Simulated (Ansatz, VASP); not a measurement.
# MoS2 in two plane-wave programs, part 2 of 3

Wanted: the spread between two codes on one cell, functional and k mesh. The structure shown comes from an earlier Ansatz run, which isn't shown and may have moved the atoms alone.

VASP 6.6.1 and Ansatz 0.2.0.

So far: Starting point; Ansatz: elastic constants, PBEsol, pair 1.

## 3. VASP: elastic constants, PBEsol, pair 1

Level of this step: PBEsol, no spin polarisation; plane waves and PAW (Mo_sv, S) (VASP).

The same cell, functional, mesh and smearing now go to VASP, with its own data sets.

Lines of VASP's logs that name or quote its potential files are left out, and so is its time.

INCAR reads:

```
SYSTEM = MoS2
PREC = Accurate
ENCUT = 500
EDIFF = 1E-08
NELM = 120
ISMEAR = 0
SIGMA = 0.02
LREAL = .FALSE.
ALGO = Normal
GGA = PS
NBANDS = 32
LASPH = .TRUE.
LORBIT = 11
LWAVE = .FALSE.
LCHARG = .FALSE.
ISIF = 3
IBRION = 6
NFREE = 2
POTIM = 0.015
NSW = 1
GGA_COMPAT = .FALSE.
EFERMI = MIDGAP
KPAR = 2
```

POSCAR reads:

```
MoS2
1.0
    3.1282015545      0.0000000000      0.0000000000
   -1.5641007772      2.7091020143      0.0000000000
    0.0000000000      0.0000000000     14.5871859412
Mo S
2 4
Direct
    0.3333333333      0.6666666667      0.2500000000
    0.6666666667      0.3333333333      0.7500000000
    0.3333333333      0.6666666667      0.6410675625
    0.6666666667      0.3333333333      0.1410675625
    0.3333333333      0.6666666667      0.8589324375
    0.6666666667      0.3333333333      0.3589324375
```

KPOINTS reads:

```
Automatic mesh
0
Gamma
2 2 2
0 0 0
```

The projector-augmented-wave data sets are Mo_sv and S (PBE family, release 64).

On the command line:

```console
$ mpirun -np 2 vasp_std
```

Output:

```text
[banner, memory and clock lines left out]
running    2 mpi-ranks, on    1 nodes
 distrk:  each k-point on    1 cores,    2 groups
 distr:  one band on    1 cores,    1 groups

 POSCAR found type information on POSCAR MoS
 POSCAR found :  2 types and       6 ions
|                                                                             |
|               ----> ADVICE to this user running VASP <----                  |
|                                                                             |
|     You enforced a specific xc type in the INCAR file but a different       |
|     [... a line on the potential file left out ...]
|     I HOPE YOU KNOW WHAT YOU ARE DOING!                                     |
|                                                                             |

 LDA part: xc-table for (Slater+PW92), standard interpolation
 POSCAR, INCAR and KPOINTS ok, starting setup
 FFT: planning ... GRIDC
 FFT: planning ... GRID_SOFT
 FFT: planning ... GRID
 WAVECAR not read
 entering main loop
       N       E                     dE             d eps       ncg     rms          rms(c)
DAV:   1     0.448924780552E+03    0.44892E+03   -0.28957E+04   288   0.147E+03
DAV:   2    -0.217382008625E+02   -0.47066E+03   -0.45679E+03   304   0.375E+02
DAV:   3    -0.475942172600E+02   -0.25856E+02   -0.25599E+02   344   0.780E+01
DAV:   4    -0.482733192363E+02   -0.67910E+00   -0.67817E+00   304   0.125E+01
DAV:   5    -0.482916418361E+02   -0.18323E-01   -0.18317E-01   344   0.185E+00    0.355E+01
DAV:   6    -0.460571153343E+02    0.22345E+01   -0.20425E+01   288   0.242E+01    0.123E+01
DAV:   7    -0.456317204513E+02    0.42539E+00   -0.11151E+01   320   0.152E+01    0.845E+00
DAV:   8    -0.452684599234E+02    0.36326E+00   -0.16161E+00   320   0.706E+00    0.220E+00
DAV:   9    -0.452765586996E+02   -0.80988E-02   -0.12364E-01   368   0.169E+00    0.126E+00
DAV:  10    -0.452696360969E+02    0.69226E-02   -0.47541E-02   304   0.124E+00    0.181E-01
DAV:  11    -0.452695882011E+02    0.47896E-04   -0.27943E-03   352   0.303E-01    0.683E-02
DAV:  12    -0.452695638243E+02    0.24377E-04   -0.21918E-04   328   0.681E-02    0.290E-02
DAV:  13    -0.452695875564E+02   -0.23732E-04   -0.73931E-05   320   0.390E-02    0.132E-02
DAV:  14    -0.452695962546E+02   -0.86983E-05   -0.74053E-06   304   0.123E-02    0.485E-03
DAV:  15    -0.452695986641E+02   -0.24095E-05   -0.29973E-06   288   0.659E-03    0.196E-03
DAV:  16    -0.452695988085E+02   -0.14435E-06   -0.41782E-07   288   0.277E-03    0.113E-03
DAV:  17    -0.452695988540E+02   -0.45578E-07   -0.53027E-08   288   0.120E-03    0.779E-04
DAV:  18    -0.452695988544E+02   -0.40745E-09   -0.89598E-09   232   0.494E-04
   1 F= -.45269599E+02 E0= -.45269599E+02  d E =0.000000E+00
[... from here on, the cycles between the ionic steps are left out ...]
   2 F= -.45250239E+02 E0= -.45250239E+02  d E =0.000000E+00
  15 F= -.45266299E+02 E0= -.45266299E+02  d E =0.000000E+00
  16 F= -.45265618E+02 E0= -.45265618E+02  d E =0.000000E+00
  17 F= -.45265618E+02 E0= -.45265618E+02  d E =0.000000E+00
  18 F= -.45268228E+02 E0= -.45268228E+02  d E =0.000000E+00
  19 F= -.45268228E+02 E0= -.45268228E+02  d E =0.000000E+00
  20 F= -.45267436E+02 E0= -.45267436E+02  d E =0.000000E+00
 Finite differences progress:
  Degree of freedom:  10/ 10
  Displacement:        1/  2
  Total:              19/ 20
 bond charge predicted
       N       E                     dE             d eps       ncg     rms          rms(c)
DAV:   1    -0.452646775608E+02    0.27582E-02   -0.10361E+00   256   0.310E+00    0.835E-01
DAV:   2    -0.452679107523E+02   -0.32332E-02   -0.44393E-02   352   0.751E-01    0.285E-01
DAV:   3    -0.452677278210E+02    0.18293E-03   -0.27438E-03   320   0.273E-01    0.206E-01
DAV:   4    -0.452676831358E+02    0.44685E-04   -0.62487E-04   328   0.136E-01    0.769E-02
DAV:   5    -0.452676679641E+02    0.15172E-04   -0.17663E-04   320   0.614E-02    0.269E-02
DAV:   6    -0.452676650363E+02    0.29277E-05   -0.33658E-05   336   0.290E-02    0.173E-02
DAV:   7    -0.452676643888E+02    0.64754E-06   -0.40259E-06   336   0.106E-02    0.104E-02
DAV:   8    -0.452676642960E+02    0.92795E-07   -0.59934E-07   344   0.399E-03    0.473E-03
DAV:   9    -0.452676642011E+02    0.94898E-07   -0.32737E-07   336   0.347E-03    0.143E-03
DAV:  10    -0.452676641774E+02    0.23704E-07   -0.11331E-07   256   0.185E-03    0.653E-04
DAV:  11    -0.452676641662E+02    0.11235E-07   -0.27740E-08   248   0.936E-04    0.386E-04
DAV:  12    -0.452676641518E+02    0.14365E-07   -0.16334E-08   248   0.101E-03    0.226E-04
DAV:  13    -0.452676641518E+02   -0.35470E-10   -0.13444E-08   208   0.422E-04
  21 F= -.45267664E+02 E0= -.45267664E+02  d E =0.000000E+00
 Finite differences progress:
  Degree of freedom:  10/ 10
  Displacement:        2/  2
  Total:              20/ 20
```

From OUTCAR (step 3):

```text
ion  position               nearest neighbor table
   1  0.333  0.667  0.250-   4 2.41   6 2.41   4 2.41   6 2.41   4 2.41   6 2.41
   2  0.667  0.333  0.750-   3 2.41   5 2.41   3 2.41   5 2.41   3 2.41   5 2.41
   3  0.333  0.667  0.641-   2 2.41   2 2.41   2 2.41
   4  0.667  0.333  0.141-   1 2.41   1 2.41   1 2.41
   5  0.333  0.667  0.859-   2 2.41   2 2.41   2 2.41
   6  0.667  0.333  0.359-   1 2.41   1 2.41   1 2.41

  LATTYP: Found a hexagonal cell.
 ALAT       =     3.1282015545
 C/A-ratio  =     4.6631221445

 Subroutine GETGRP returns: Found 24 space group operations
 (whereof 12 operations were pure point group operations)

The static configuration has the point symmetry D_3d.
 The point group associated with its full space group is D_6h.

 Found      4 irreducible k-points:

   k-points           NKPTS =      4   k-points in BZ     NKDIM =      4   number of bands    NBANDS=     32

   dimension x,y,z NGX =    24 NGY =   24 NGZ =  108
   dimension x,y,z NGXF=    48 NGYF=   48 NGZF=  216

   ENCUT  =  500.0 eV  36.75 Ry    6.06 a.u.   5.70  5.70 26.60*2*pi/ulx,y,z

   NELECT =      52.0000    total number of electrons

 k-points in reciprocal lattice and weights: Automatic mesh
   0.00000000  0.00000000  0.00000000       0.125
   0.50000000  0.00000000  0.00000000       0.375
   0.00000000  0.00000000  0.50000000       0.125
   0.50000000  0.00000000  0.50000000       0.375

 average (electrostatic) potential at core
       1 -76.2718       2 -76.2650       3 -86.1644       4 -86.1744       5 -86.1620
       6 -86.1756

 E-fermi :   6.2070

 k-point     1 :       0.0000    0.0000    0.0000
  band No.  band energies     occupation
    ...
     22       3.7109      2.00000
     23       3.7561      2.00000
     24       3.7561      2.00000
     25       4.6005      2.00000
     26       5.0911      2.00000
     27       7.9217      0.00000
     28       7.9217      0.00000
     29       7.9253      0.00000
     30       7.9253      0.00000
     31       8.0594      0.00000
    ...

 k-point     2 :       0.5000    0.0000    0.0000
  band No.  band energies     occupation
    ...
     22       3.0435      2.00000
     23       4.2170      2.00000
     24       4.2535      2.00000
     25       4.2916      2.00000
     26       4.3011      2.00000
     27       7.3229      0.00000
     28       7.3429      0.00000
     29       7.8652      0.00000
     30       7.9536      0.00000
     31       8.7720      0.00000
    ...

 k-point     3 :       0.0000    0.0000    0.5000
  band No.  band energies     occupation
    ...
     22       3.7109      2.00000
     23       3.7561      2.00000
     24       3.7561      2.00000
     25       4.8836      2.00000
     26       4.9023      2.00000
     27       7.9220      0.00000
     28       7.9220      0.00000
     29       7.9248      0.00000
     30       7.9248      0.00000
     31       8.0636      0.00000
    ...

  Total       -0.1263504     -0.1263504     -0.4418427     -0.0000000      0.0000000     -0.0000000
  in kB       -1.6375538     -1.6375538     -5.7264654     -0.0000000      0.0000000     -0.0000000
  external PRESSURE =      -3.0005243 kB  Pullay stress =       0.0000000 kB

  energy-cutoff  :      500.00
  volume of cell :      123.62
      direct lattice vectors                 reciprocal lattice vectors
     3.128201554  0.000000000  0.000000000     0.319672496  0.184563002  0.000000000
    -1.564100777  2.709102014  0.000000000     0.000000000  0.369126004  0.000000000
     0.000000000  0.000000000 14.587185941     0.000000000  0.000000000  0.068553318

 POSITION                                       TOTAL-FORCE (eV/Angst)
 -----------------------------------------------------------------------------------
     -0.00000      1.80607      3.64680         0.000000      0.000000      0.001524
      1.56410      0.90303     10.94039        -0.000000      0.000000     -0.259193
     -0.00000      1.80607      9.33637         0.000000     -0.000000      0.261244
      1.56410      0.90303      2.05778        -0.000000     -0.000000     -0.006752
     -0.00000      1.80607     12.52941        -0.000000     -0.000000     -0.002123
      1.56410      0.90303      5.23581         0.000000     -0.000000      0.005300
 -----------------------------------------------------------------------------------
    total drift:                               -0.000000     -0.000000      0.000108

  FREE ENERGIE OF THE ION-ELECTRON SYSTEM (eV)
  ---------------------------------------------------
[...]
--------------------------------------------------------------------------------

 Eigenvectors and eigenvalues of the dynamical matrix
 ----------------------------------------------------

   1 f  =   15.038356 THz    94.488779 2PiTHz  501.625570 cm-1    62.193616 meV
             X         Y         Z           dx          dy          dz
     -0.000000  1.806068  3.646796     0.000000    0.000000   -0.447848
      1.564101  0.903034 10.940389     0.000000   -0.000000    0.447848
     -0.000000  1.806068  9.351372    -0.000000    0.000000   -0.386932
      1.564101  0.903034  2.057779    -0.000000   -0.000000    0.386932
     -0.000000  1.806068 12.529407    -0.000000    0.000000   -0.386932
      1.564101  0.903034  5.235814    -0.000000   -0.000000    0.386932

   2 f  =   14.948495 THz    93.924163 2PiTHz  498.628112 cm-1    61.821979 meV
             X         Y         Z           dx          dy          dz
     -0.000000  1.806068  3.646796    -0.000000   -0.000000    0.447543
      1.564101  0.903034 10.940389     0.000000   -0.000000    0.447543
     -0.000000  1.806068  9.351372    -0.000000    0.000000   -0.387108
      1.564101  0.903034  2.057779     0.000000    0.000000   -0.387108
     -0.000000  1.806068 12.529407    -0.000000    0.000000   -0.387108
      1.564101  0.903034  5.235814     0.000000    0.000000   -0.387108

   3 f  =   13.655542 THz    85.800301 2PiTHz  455.499850 cm-1    56.474758 meV
             X         Y         Z           dx          dy          dz
     -0.000000  1.806068  3.646796    -0.417476   -0.161461   -0.000000
      1.564101  0.903034 10.940389    -0.417476   -0.161461    0.000000
     -0.000000  1.806068  9.351372     0.361009    0.139622   -0.000000
      1.564101  0.903034  2.057779     0.361009    0.139622   -0.000000
     -0.000000  1.806068 12.529407     0.361009    0.139622    0.000000
      1.564101  0.903034  5.235814     0.361009    0.139622    0.000000

   4 f  =   13.655542 THz    85.800301 2PiTHz  455.499850 cm-1    56.474758 meV
             X         Y         Z           dx          dy          dz
     -0.000000  1.806068  3.646796     0.161461   -0.417476   -0.000000
      1.564101  0.903034 10.940389     0.161461   -0.417476   -0.000000
     -0.000000  1.806068  9.351372    -0.139622    0.361009    0.000000
      1.564101  0.903034  2.057779    -0.139622    0.361009   -0.000000
     -0.000000  1.806068 12.529407    -0.139622    0.361009   -0.000000
      1.564101  0.903034  5.235814    -0.139622    0.361009   -0.000000

   5 f  =   13.653860 THz    85.789734 2PiTHz  455.443755 cm-1    56.467803 meV
             X         Y         Z           dx          dy          dz
     -0.000000  1.806068  3.646796     0.417395    0.161430    0.000000
      1.564101  0.903034 10.940389    -0.417395   -0.161430    0.000000
     -0.000000  1.806068  9.351372     0.361056    0.139641   -0.000000
      1.564101  0.903034  2.057779    -0.361056   -0.139641    0.000000
     -0.000000  1.806068 12.529407     0.361056    0.139641    0.000000
      1.564101  0.903034  5.235814    -0.361056   -0.139641   -0.000000

   6 f  =   13.653860 THz    85.789734 2PiTHz  455.443755 cm-1    56.467803 meV
             X         Y         Z           dx          dy          dz
     -0.000000  1.806068  3.646796     0.161430   -0.417395   -0.000000
      1.564101  0.903034 10.940389    -0.161430    0.417395   -0.000000
     -0.000000  1.806068  9.351372     0.139641   -0.361056   -0.000000
      1.564101  0.903034  2.057779    -0.139641    0.361056   -0.000000
     -0.000000  1.806068 12.529407     0.139641   -0.361056    0.000000
      1.564101  0.903034  5.235814    -0.139641    0.361056   -0.000000

   7 f  =   11.957971 THz    75.134146 2PiTHz  398.874971 cm-1    49.454171 meV
             X         Y         Z           dx          dy          dz
     -0.000000  1.806068  3.646796     0.000000    0.000000   -0.000000
      1.564101  0.903034 10.940389    -0.000000    0.000000   -0.000000
     -0.000000  1.806068  9.351372     0.000000   -0.000000    0.500000
      1.564101  0.903034  2.057779    -0.000000   -0.000000   -0.500000
     -0.000000  1.806068 12.529407    -0.000000   -0.000000   -0.500000
      1.564101  0.903034  5.235814     0.000000    0.000000    0.500000

   8 f  =   11.947399 THz    75.067719 2PiTHz  398.522321 cm-1    49.410448 meV
             X         Y         Z           dx          dy          dz
     -0.000000  1.806068  3.646796     0.000000    0.000000   -0.000000
      1.564101  0.903034 10.940389     0.000000   -0.000000    0.000000
     -0.000000  1.806068  9.351372    -0.000000    0.000000   -0.500000
      1.564101  0.903034  2.057779    -0.000000   -0.000000   -0.500000
     -0.000000  1.806068 12.529407     0.000000    0.000000    0.500000
      1.564101  0.903034  5.235814     0.000000    0.000000    0.500000

   9 f  =    8.601674 THz    54.045911 2PiTHz  286.920959 cm-1    35.573649 meV
             X         Y         Z           dx          dy          dz
     -0.000000  1.806068  3.646796    -0.000000    0.000000    0.000000
      1.564101  0.903034 10.940389     0.000000    0.000000   -0.000000
     -0.000000  1.806068  9.351372     0.466337    0.180359   -0.000000
      1.564101  0.903034  2.057779     0.466337    0.180359   -0.000000
     -0.000000  1.806068 12.529407    -0.466337   -0.180359   -0.000000
      1.564101  0.903034  5.235814    -0.466337   -0.180359    0.000000

  10 f  =    8.601674 THz    54.045911 2PiTHz  286.920959 cm-1    35.573649 meV
             X         Y         Z           dx          dy          dz
     -0.000000  1.806068  3.646796     0.000000    0.000000   -0.000000
      1.564101  0.903034 10.940389     0.000000    0.000000   -0.000000
     -0.000000  1.806068  9.351372     0.180359   -0.466337   -0.000000
      1.564101  0.903034  2.057779     0.180359   -0.466337   -0.000000
     -0.000000  1.806068 12.529407    -0.180359    0.466337    0.000000
      1.564101  0.903034  5.235814    -0.180359    0.466337   -0.000000

  11 f  =    8.598146 THz    54.023745 2PiTHz  286.803279 cm-1    35.559059 meV
             X         Y         Z           dx          dy          dz
     -0.000000  1.806068  3.646796    -0.000000   -0.000000   -0.000000
      1.564101  0.903034 10.940389     0.000000    0.000000   -0.000000
     -0.000000  1.806068  9.351372     0.466337    0.180359   -0.000000
      1.564101  0.903034  2.057779    -0.466337   -0.180359    0.000000
     -0.000000  1.806068 12.529407    -0.466337   -0.180359    0.000000
      1.564101  0.903034  5.235814     0.466337    0.180359   -0.000000

  12 f  =    8.598146 THz    54.023745 2PiTHz  286.803279 cm-1    35.559059 meV
             X         Y         Z           dx          dy          dz
     -0.000000  1.806068  3.646796     0.000000    0.000000   -0.000000
      1.564101  0.903034 10.940389     0.000000   -0.000000    0.000000
     -0.000000  1.806068  9.351372    -0.180359    0.466337    0.000000
      1.564101  0.903034  2.057779     0.180359   -0.466337    0.000000
     -0.000000  1.806068 12.529407     0.180359   -0.466337   -0.000000
      1.564101  0.903034  5.235814    -0.180359    0.466337    0.000000

  13 f  =    0.297115 THz     1.866829 2PiTHz    9.910692 cm-1     1.228769 meV
             X         Y         Z           dx          dy          dz
     -0.000000  1.806068  3.646796     0.000000   -0.000000    0.547204
      1.564101  0.903034 10.940389    -0.000000    0.000000   -0.547204
     -0.000000  1.806068  9.351372    -0.000000    0.000000   -0.316676
      1.564101  0.903034  2.057779     0.000000   -0.000000    0.316676
     -0.000000  1.806068 12.529407    -0.000000    0.000000   -0.316676
      1.564101  0.903034  5.235814     0.000000   -0.000000    0.316676
    [... 43 further lines ...]
     -0.000000  1.806068 12.529407     0.246894   -0.198044   -0.000000
      1.564101  0.903034  5.235814     0.246894   -0.198044   -0.000000

 ELASTIC MODULI CONTR FROM IONIC RELAXATION (kBar)
 Direction    XX          YY          ZZ          XY          YZ          ZX
 --------------------------------------------------------------------------------
 XX        -346.8360   -215.9545   -831.0629     -0.0000     -0.0000      0.0000
 YY        -215.9545   -346.8360   -831.0629     -0.0000     -0.0000     -0.0000
 ZZ        -831.0629   -831.0629  -2454.4324     -0.0000     -0.0000     -0.0000
 XY          -0.0000     -0.0000     -0.0000    -65.4407      0.0000     -0.0000
 YZ           0.0000      0.0000     -0.0000     -0.0000  -1264.9624     -0.0000
 ZX           0.0000     -0.0000     -0.0000      0.0000     -0.0000  -1264.9618
 --------------------------------------------------------------------------------

 TOTAL ELASTIC MODULI (kBar)
 Direction    XX          YY          ZZ          XY          YZ          ZX
 --------------------------------------------------------------------------------
 XX        2022.7815    454.4637      0.1624      0.0000     -0.0000      0.0000
 YY         454.4637   2022.7815      0.1624      0.0000     -0.0000     -0.0000
 ZZ           0.1624      0.1624     18.2528      0.0000     -0.0000     -0.0000
 XY           0.0000      0.0000      0.0000    784.1589      0.0000     -0.0000
 YZ           0.0000      0.0000     -0.0000     -0.0000     10.1180      0.0000
 ZX           0.0000     -0.0000     -0.0000      0.0000      0.0000     10.1185
 --------------------------------------------------------------------------------

 total charge
# of ion       s       p       d       tot
------------------------------------------
    1        2.245   6.249   3.995  12.489
    2        2.245   6.249   3.995  12.489
    3        1.346   2.337   0.000   3.683
    4        1.346   2.337   0.000   3.683
    5        1.346   2.337   0.000   3.683
    6        1.346   2.337   0.000   3.683
--------------------------------------------------
tot          9.873  21.848   7.990  39.711

[... 1 further part left out ...]
```

CONTCAR:

```
MoS2
   1.00000000000000
     3.1282015544999999    0.0000000000000000    0.0000000000000000
    -1.5641007772000000    2.7091020143000000    0.0000000000000000
     0.0000000000000000    0.0000000000000000   14.5871859411999996
  Mo              S
     2     4
Direct
     0.3333333332999970    0.6666666667000030    0.2500000000000000
     0.6666666667000030    0.3333333332999970    0.7500000000000000
     0.3333333332999971    0.6666666667000030    0.6400392627264528
     0.6666666667000030    0.3333333332999970    0.1410675624999982
     0.3333333332999970    0.6666666667000030    0.8589324375000018
     0.6666666667000030    0.3333333332999970    0.3589324375000018
```

This run has no spin polarisation, so a moment on Mo, if there is one, isn't seen.

Levels, forces or a CONTCAR printed for this step are those of its last displaced cell, not of the structure at rest.

(Continued in part 3 of 3.)

[Lines on the potential files, build, host, timing and source positions are cut from VASP's logs without a mark.]

[Logs are printed without paths, hosts, clocks, repeated set-up lines and the standing remarks that a program may print on its own settings, such as how far it seeks lower states.]

[Hosts, paths, dates, database ids (printed as entryN), source tags and the programs' standing remarks are cut or masked in the printed files.]
